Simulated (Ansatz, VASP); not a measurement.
# TiSi2: VASP beside Ansatz, part 3 of 3

Aim: how closely do two programs agree when they are given the same cell, functional and k mesh? Of the first pair: The cell is taken from a series of runs on this material, whose earlier steps may have relaxed, scaled, displaced or heated it; both programs get it as it stands.

VASP 6.6.1 and Ansatz 0.2.0.

So far. Step 6 (VASP: single point, PBEsol, pair 2): The run ends at a pressure of 18.29 GPa, with forces up to 0.0010 eV/Å.

## Step 7: Side by side

What differs besides the data sets and the points named for the pairs above, as far as they apply: Ansatz's pressure holds a Pulay correction, VASP's none. Total energies have different zeros and are not compared.

Compared:

```csv
quantity,Ansatz,VASP,difference
pressure (GPa),18.18,18.29,-0.11
```

## Step 8: Ansatz: relaxation, PBEsol

This run makes the geometry at which the two programs are then compared. The cell compared in this pair holds 76.76 Å³, against 75.09 Å³ for the pair before.

The structure compared here is the end of the Ansatz relaxation.

Input file input.yaml:

```yaml
crystal:
  lattice:
    - [1.7159105095, -6.4321537535, 0.0]
    - [1.7159105095, 6.4321537535, 0.0]
    - [0.0, 0.0, 3.4773726416]
  atoms:
    - { symbol: Si, position: [0.5616174367, 0.4383825633, 0.75] }
    - { symbol: Si, position: [0.4383825633, 0.5616174367, 0.25] }
    - { symbol: Si, position: [0.2494457787, 0.7505542213, 0.75] }
    - { symbol: Si, position: [0.7505542213, 0.2494457787, 0.25] }
    - { symbol: Ti, position: [0.8987270448, 0.1012729552, 0.75] }
    - { symbol: Ti, position: [0.1012729552, 0.8987270448, 0.25] }
kpoints:
  mp_grid: { grid: [12, 12, 12] }
hamiltonian:
  xc: pbesol
  pseudopotentials: { kind: paw, azcp: { folder: soft_1 }, xc_functional: pbe }
scf:
  occupations: { method: methfessel_paxton, width: 0.2 }
output:
  forces: true
  stress: true
  eigenvalues: true
relax:
  adjacent_minimum: "off"
  f_tol: 0.001
  max_steps: 60
  cell: { stress_tol: 0.01, fix: [volume] }
```

Started as:

```
ansatz run input.yaml --threads 8 --pin off --max-ram 16384MiB --backend cpu --events-out ev --progress --plain --runs-dir out
```

Numbers of over 12 decimals in the logs are rounded to 6 here.

Log:

```text
[...]
Crystal: 6 atoms, lattice volume = 76.760 Å³
Basis set: ecut = 420 eV, 1483 PW (Γ), exchange–correlation on 90×90×48 points (8 copies of the dense FFT grid, shifted against one another)
Bands: 26, of which v1, the nominal top of the filled ones, is band 20 counted from 1 (19 counted from 0)
Symmetry: 8 space group operations
[...]
k-points: 301 of 1728
[...]
cell:  # Å, volume = 76.7595 Å³
    - [1.718153, -6.413912, 0.0]
    - [1.718153, 6.413912, 0.0]
    - [0.0, 0.0, 3.482711]
  atoms:
    - { symbol: Si, position: [0.562164, 0.437836, 0.75] }
    - { symbol: Si, position: [0.437836, 0.562164, 0.25] }
    - { symbol: Si, position: [0.249396, 0.750604, 0.75] }
    - { symbol: Si, position: [0.750604, 0.249396, 0.25] }
    - { symbol: Ti, position: [0.899100, 0.100900, 0.75] }
    - { symbol: Ti, position: [0.100900, 0.899100, 0.25] }
[key lines of the parts left out:]
SCF converged after 4 iterations
Free energy (F): -7437.544768 eV
Fermi energy:    14.459364 eV
P = ⅓ Tr σ = 13.7210 GPa (137.210 kbar)
```

## Step 9: VASP: single point, PBEsol, pair 3

The same cell, functional, mesh and smearing now go to VASP, with its own data sets.

Input file INCAR:

```
SYSTEM = TiSi2
PREC = Accurate
ENCUT = 500
EDIFF = 1E-06
NELM = 120
ISMEAR = 1
SIGMA = 0.2
LREAL = .FALSE.
ALGO = Normal
GGA = PS
NBANDS = 26
LASPH = .TRUE.
LORBIT = 11
LWAVE = .FALSE.
LCHARG = .FALSE.
ISIF = 2
GGA_COMPAT = .FALSE.
KPAR = 2
```

Input file POSCAR:

```
TiSi2
1.0
    1.7181532814     -6.4139116252      0.0000000000
    1.7181532814      6.4139116252      0.0000000000
    0.0000000000      0.0000000000      3.4827107528
Si Ti
4 2
Direct
    0.5621637726      0.4378362274      0.7500000000
    0.4378362274      0.5621637726      0.2500000000
    0.2493959457      0.7506040543      0.7500000000
    0.7506040543      0.2493959457      0.2500000000
    0.8990995456      0.1009004544      0.7500000000
    0.1009004544      0.8990995456      0.2500000000
```

Input file KPOINTS:

```
Automatic mesh
0
Gamma
12 12 12
0 0 0
```

The projector-augmented-wave data sets are Si and Ti_sv (PBE family, release 64).

Started as:

```
mpirun -np 2 vasp_std
```

Log:

```text
[... set-up lines as in an earlier step ...]
 entering main loop
       N       E                     dE             d eps       ncg     rms          rms(c)
DAV:   1     0.390723845432E+03    0.39072E+03   -0.18863E+04 15684   0.162E+03
DAV:   2     0.220164439289E+01   -0.38852E+03   -0.38183E+03 15674   0.468E+02
DAV:   3    -0.435353874379E+02   -0.45737E+02   -0.45051E+02 27108   0.132E+02
DAV:   4    -0.467141919868E+02   -0.31788E+01   -0.31628E+01 21448   0.325E+01
[...]
DAV:  11    -0.434180471862E+02    0.43907E-05   -0.12115E-03 21212   0.285E-01    0.272E-02
DAV:  12    -0.434180436020E+02    0.35842E-05   -0.11375E-04 23410   0.774E-02    0.926E-03
DAV:  13    -0.434180434391E+02    0.16286E-06   -0.77523E-06 20154   0.251E-02
   1 F= -.43418043E+02 E0= -.43418097E+02  d E =0.162047E-03
```

From OUTCAR (step 9):

```text
  Total        6.6360014      6.5972592      6.6498360      0.0000000      0.0000000      0.0000000
  in kB      138.5111620    137.7025084    138.7999276      0.0000000      0.0000000      0.0000000
  external PRESSURE =     138.3378660 kB  Pullay stress =       0.0000000 kB

 POSITION                                       TOTAL-FORCE (eV/Angst)
 -----------------------------------------------------------------------------------
      1.71815     -0.79743      2.61203         0.000000     -0.000715      0.000000
      1.71815      0.79743      0.87068         0.000000      0.000715     -0.000000
      1.71815      3.21470      2.61203         0.000000      0.000108      0.000000
      1.71815     -3.21470      0.87068         0.000000     -0.000108      0.000000
      1.71815     -5.11958      2.61203         0.000000     -0.000678     -0.000000
      1.71815      5.11958      0.87068         0.000000      0.000678      0.000000
 -----------------------------------------------------------------------------------
    total drift:                                0.000000     -0.000000      0.000000

  FREE ENERGIE OF THE ION-ELECTRON SYSTEM (eV)
  ---------------------------------------------------
  free  energy   TOTEN  =       -43.4180434391 eV

  energy  without entropy=      -43.4182054856  energy(sigma->0) =      -43.41809745

[... 1 part as in an earlier step ...]

[... 2 further parts left out ...]
[key lines of the parts left out:]
E-fermi :  11.8325
```

The run ends at a pressure of 13.83 GPa, with forces up to 7.2e-4 eV/Å.

## Step 10: Side by side

Both answers:

```csv
quantity,Ansatz,VASP,difference
pressure (GPa),13.72,13.83,-0.11
```

## Step 11: Outcome

```
difference in volume (relaxation of cell and atoms, PBEsol) : -0.099 %
difference in pressure (single point, PBEsol, pair 2)       : -0.11 GPa
difference in pressure (single point, PBEsol, pair 3)       : -0.11 GPa
```

In words: The difference in pressure is -0.11 GPa (single point, PBEsol, pair 2), within the 1 GPa picked in this series as the mark of a large difference. 4 further runs of this series are not shown here. How closely two codes agree says nothing of how well the functional describes the real material.

[Lines on the potential files, build, host, timing and source positions are cut from VASP's logs without a mark.]

[Logs are printed without paths, hosts, clocks, repeated set-up lines and the standing remarks that a program may print on its own settings, such as how far it seeks lower states.]

[Hosts, paths, dates, database ids (printed as entryN), source tags and the programs' standing remarks are cut or masked in the printed files.]
